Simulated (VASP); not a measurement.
Computed with rev-vdW-DF2, VASP's PBE PAW potentials (set 64) (plane waves; VASP 6.6.1).

The input files of a VASP run:

File POSCAR:
```
MgI2
1
    2.1026183171    -3.6418413199     0.0000000000
    2.1026183171     3.6418413199     0.0000000000
    0.0000000000     0.0000000000     6.9296162518
Mg I
1 2
Direct
  1.0000000000   1.0000000000   0.0000000000
  0.3333330000   0.6666670000   0.2438227470
  0.6666670000   0.3333330000   0.7561772530
```

INCAR:
```
# general
SYSTEM   = MgI2
PREC     = Accurate
ENCUT    = 520   # plane-wave cut-off (eV)
LREAL    = .FALSE.   # projection in real space or not
LASPH    = .TRUE.   # aspherical one-centre terms

# electronic loop
EDIFF    = 1E-7
NELM     = 100   # most electronic steps
ALGO     = Normal
LMAXMIX  = 4   # l cut-off of mixed one-centre charges

# smearing
ISMEAR   = 0   # Gaussian
SIGMA    = 0.05   # width (eV)

# functional
GGA      = MK
LUSE_VDW = .TRUE.
AGGAC    = 0.0
PARAM1   = 0.1234568
PARAM2   = 0.7114
ZAB_VDW  = -1.8867

# ions
IBRION   = 2
NSW      = 30   # most ionic steps
ISIF     = 4   # ions and shape, fixed volume
EDIFFG   = -0.01   # ionic stop

# output
LWAVE    = .FALSE.
LCHARG   = .FALSE.
```

### KPOINTS
```
kpoints
0
Gamma
  6 6 4
```

POTCAR, in this order: Mg I (PBE.64 set). Program: vasp_std.

The run wrote:

**OSZICAR**
```
       N       E                     dE             d eps       ncg     rms          rms(c)
DAV:   1     0.861314889735E+02    0.86131E+02   -0.60328E+03   576   0.106E+03
DAV:   2     0.329107336641E+01   -0.82840E+02   -0.77544E+02   812   0.151E+02
DAV:   3    -0.318636379959E+01   -0.64774E+01   -0.64484E+01   732   0.505E+01
DAV:   4    -0.331308962592E+01   -0.12673E+00   -0.12670E+00   732   0.872E+00
DAV:   5    -0.331523954925E+01   -0.21499E-02   -0.21498E-02   732   0.113E+00    0.359E+00
DAV:   6    -0.316475316639E+01    0.15049E+00   -0.19710E-01   628   0.243E+00    0.251E+00
DAV:   7    -0.314259341355E+01    0.22160E-01   -0.14747E-01   652   0.215E+00    0.793E-01
DAV:   8    -0.314193615973E+01    0.65725E-03   -0.86795E-03   640   0.594E-01    0.257E-01
DAV:   9    -0.314216409829E+01   -0.22794E-03   -0.13281E-03   684   0.284E-01    0.856E-02
DAV:  10    -0.314215604691E+01    0.80514E-05   -0.23508E-05   732   0.415E-02    0.575E-02
DAV:  11    -0.314215782709E+01   -0.17802E-05   -0.11153E-05   660   0.277E-02    0.155E-02
DAV:  12    -0.314215824661E+01   -0.41952E-06   -0.27235E-06   684   0.115E-02    0.143E-02
DAV:  13    -0.314215849391E+01   -0.24730E-06   -0.20121E-07   612   0.320E-03    0.928E-03
DAV:  14    -0.314215877372E+01   -0.27981E-06   -0.88462E-08   428   0.268E-03    0.111E-03
DAV:  15    -0.314215882004E+01   -0.46320E-07   -0.15554E-08   364   0.110E-03
   1 F= -.31421588E+01 E0= -.31421588E+01  d E =-.314216E+01
       N       E                     dE             d eps       ncg     rms          rms(c)
DAV:   1    -0.314312074785E+01   -0.96197E-03   -0.46434E-02   584   0.127E+00    0.873E-02
DAV:   2    -0.314327683619E+01   -0.15609E-03   -0.18447E-03   684   0.300E-01    0.338E-02
DAV:   3    -0.314327056226E+01    0.62739E-05   -0.22140E-05   704   0.429E-02    0.263E-02
DAV:   4    -0.314326756054E+01    0.30017E-05   -0.10905E-05   684   0.220E-02    0.114E-02
DAV:   5    -0.314326794606E+01   -0.38552E-06   -0.20617E-06   676   0.897E-03    0.175E-03
DAV:   6    -0.314326807275E+01   -0.12669E-06   -0.11357E-07   464   0.273E-03    0.138E-03
DAV:   7    -0.314326809491E+01   -0.22161E-07   -0.24441E-08   364   0.148E-03
   2 F= -.31432681E+01 E0= -.31432681E+01  d E =-.110927E-02
       N       E                     dE             d eps       ncg     rms          rms(c)
DAV:   1    -0.314396958931E+01   -0.70152E-03   -0.31258E-01   576   0.329E+00    0.225E-01
DAV:   2    -0.314501514814E+01   -0.10456E-02   -0.12356E-02   680   0.777E-01    0.860E-02
DAV:   3    -0.314497201753E+01    0.43131E-04   -0.14908E-04   692   0.111E-01    0.665E-02
DAV:   4    -0.314494815673E+01    0.23861E-04   -0.73513E-05   668   0.572E-02    0.291E-02
DAV:   5    -0.314494937428E+01   -0.12175E-05   -0.13835E-05   664   0.232E-02    0.454E-03
DAV:   6    -0.314494969700E+01   -0.32272E-06   -0.82570E-07   676   0.697E-03    0.366E-03
DAV:   7    -0.314494974823E+01   -0.51232E-07   -0.16002E-07   424   0.340E-03
   3 F= -.31449497E+01 E0= -.31449497E+01  d E =-.279093E-02
       N       E                     dE             d eps       ncg     rms          rms(c)
DAV:   1    -0.314493255312E+01    0.17144E-04   -0.64817E-02   576   0.150E+00    0.104E-01
DAV:   2    -0.314515031258E+01   -0.21776E-03   -0.25742E-03   684   0.354E-01    0.394E-02
DAV:   3    -0.314514138335E+01    0.89292E-05   -0.31214E-05   680   0.509E-02    0.305E-02
DAV:   4    -0.314513698821E+01    0.43951E-05   -0.15645E-05   672   0.264E-02    0.133E-02
DAV:   5    -0.314513746074E+01   -0.47253E-06   -0.28913E-06   672   0.106E-02    0.212E-03
DAV:   6    -0.314513761486E+01   -0.15413E-06   -0.16836E-07   504   0.328E-03    0.166E-03
DAV:   7    -0.314513764073E+01   -0.25872E-07   -0.35334E-08   344   0.177E-03
   4 F= -.31451376E+01 E0= -.31451376E+01  d E =-.297882E-02
       N       E                     dE             d eps       ncg     rms          rms(c)
DAV:   1    -0.314641623412E+01   -0.12786E-02   -0.54799E-02   580   0.127E+00    0.144E-01
DAV:   2    -0.314589384111E+01    0.52239E-03   -0.13794E-03   668   0.279E-01    0.675E-02
DAV:   3    -0.314561270630E+01    0.28113E-03   -0.31820E-04   696   0.111E-01    0.322E-02
DAV:   4    -0.314557035446E+01    0.42352E-04   -0.14279E-04   704   0.714E-02    0.737E-03
DAV:   5    -0.314557137445E+01   -0.10200E-05   -0.97398E-06   632   0.199E-02    0.651E-03
DAV:   6    -0.314557136636E+01    0.80944E-08   -0.45758E-07   696   0.477E-03
   5 F= -.31455714E+01 E0= -.31455714E+01  d E =-.433726E-03
       N       E                     dE             d eps       ncg     rms          rms(c)
DAV:   1    -0.314606553980E+01   -0.49417E-03   -0.23950E-02   580   0.842E-01    0.956E-02
DAV:   2    -0.314583492381E+01    0.23062E-03   -0.60473E-04   668   0.185E-01    0.446E-02
DAV:   3    -0.314571074174E+01    0.12418E-03   -0.14129E-04   692   0.740E-02    0.213E-02
DAV:   4    -0.314569229382E+01    0.18448E-04   -0.62674E-05   704   0.473E-02    0.487E-03
DAV:   5    -0.314569273940E+01   -0.44558E-06   -0.42418E-06   628   0.132E-02    0.431E-03
DAV:   6    -0.314569273491E+01    0.44899E-08   -0.19543E-07   584   0.315E-03
   6 F= -.31456927E+01 E0= -.31456927E+01  d E =-.555094E-03
```

OUTCAR:
```
------------------------ aborting loop because EDIFF is reached ----------------------------------------
  FORCE on cell =-STRESS in cart. coord.  units (eV):
  Direction    XX          YY          ZZ          XY          YZ          ZX
  --------------------------------------------------------------------------------------
  Total       -0.3290439     -0.3290438     -0.3023107     -0.0000000     -0.0000000      0.0000000
  in kB       -4.9675676     -4.9675666     -4.5639771     -0.0000000     -0.0000000      0.0000000
  external PRESSURE =      -4.8330371 kB  Pullay stress =       0.0000000 kB
  volume of cell :      106.13
      direct lattice vectors                 reciprocal lattice vectors
     2.093685611 -3.626369482  0.000000000     0.238813314 -0.137878945  0.000000000
     2.093685611  3.626369482 -0.000000000     0.238813314  0.137878945  0.000000000
    -0.000000000 -0.000000000  6.988872665     0.000000000  0.000000000  0.143084593
 POSITION                                       TOTAL-FORCE (eV/Angst)
 -----------------------------------------------------------------------------------
      2.09369     -3.62637      6.98887        -0.000000      0.000000      0.000000
      2.09369      1.20879      1.67536        -0.000000     -0.000000      0.000793
      2.09369     -1.20879      5.31351         0.000000      0.000000     -0.000793
 -----------------------------------------------------------------------------------
    total drift:                               -0.000000     -0.000000      0.000000
  FREE ENERGIE OF THE ION-ELECTRON SYSTEM (eV)
  ---------------------------------------------------
  free  energy   TOTEN  =        -3.1456927349 eV

  energy  without entropy=       -3.1456927349  energy(sigma->0) =       -3.14569273

 reached required accuracy - stopping structural energy minimisation
```
(Selected blocks of OUTCAR.)

### CONTCAR
```
MgI2
   1.00000000000000
     2.0936856110621416   -3.6263694822492094    0.0000000000000000
     2.0936856110621416    3.6263694822492094   -0.0000000000000000
    -0.0000000000000000   -0.0000000000000000    6.9888726651907440
  Mg              I
     1     2
Direct
     1.0000000000000000    0.0000000000000000    1.0000000000000000
     0.3333330000000032    0.6666669999999968    0.2397181934603877
     0.6666669999999968    0.3333330000000032    0.7602818065396124
```

The compound is MgI2 in the 1T layered structure. This cell is one point of a volume scan, at 1.03 of the reference volume. Symmetry was kept, so distortions that lower it aren't found.
